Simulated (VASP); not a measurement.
A VASP calculation is set up with these files.

File POSCAR:
```
CoAl
1
    2.8495038004     0.0000000000     0.0000000000
    0.0000000000     2.8495038004     0.0000000000
    0.0000000000     0.0000000000     2.8495038004
Al Co
1 1
Direct
  0.5000000000   0.5000000000   0.5000000000
  0.0000000000   0.0000000000   0.0000000000
```

### INCAR
```
SYSTEM  =  CoAl
PREC  =  Accurate; ENCUT  =  520; LREAL  =  .FALSE.
LASPH  =  .TRUE.
EDIFF  =  1E-7; NELM  =  100; ALGO  =  Normal
LMAXMIX  =  4; LMIXTAU  =  .TRUE.
ISMEAR  =  1; SIGMA  =  0.1
METAGGA  =  R2SCAN
ISIF  =  2
LWAVE  =  .FALSE.; LCHARG  =  .FALSE.
```

KPOINTS:
```
Regular mesh
0
Gamma
 13 13 13
0 0 0
```

POTCAR, in this order: Al Co (PBE.64 set). Program: vasp_std.

Translate this r2SCAN calculation to Ansatz.

One equivalent input (not run):
Ansatz 0.2 input:
```yaml
crystal:
  lattice:
    - [2.8495038, 0.0000000, 0.0000000]
    - [0.0000000, 2.8495038, 0.0000000]
    - [0.0000000, 0.0000000, 2.8495038]
  atoms:
    - { symbol: Al, position: [0.5000000, 0.5000000, 0.5000000] }
    - { symbol: Co, position: [0.0000000, 0.0000000, 0.0000000] }
kpoints:
  mp_grid: { grid: [13, 13, 13] }
hamiltonian:
  xc: r2scan
  pseudopotentials: { kind: paw }
scf:
  occupations: { method: methfessel_paxton, width: 0.1 }
  max_iter: 100
output: { forces: true, stress: true, eigenvalues: true }
```
Limits of the translation: each code has its own PAW files, so the cut-off isn't converted (ENCUT is set for VASP's; basis.ecutwfc is left out, and Ansatz then takes the one that its files recommend); Ansatz stops its SCF on the density residual and VASP on the energy change (EDIFF).

The compound is CoAl in the CsCl type structure. This cell is one point of a volume scan, at 1.03 of the reference volume.
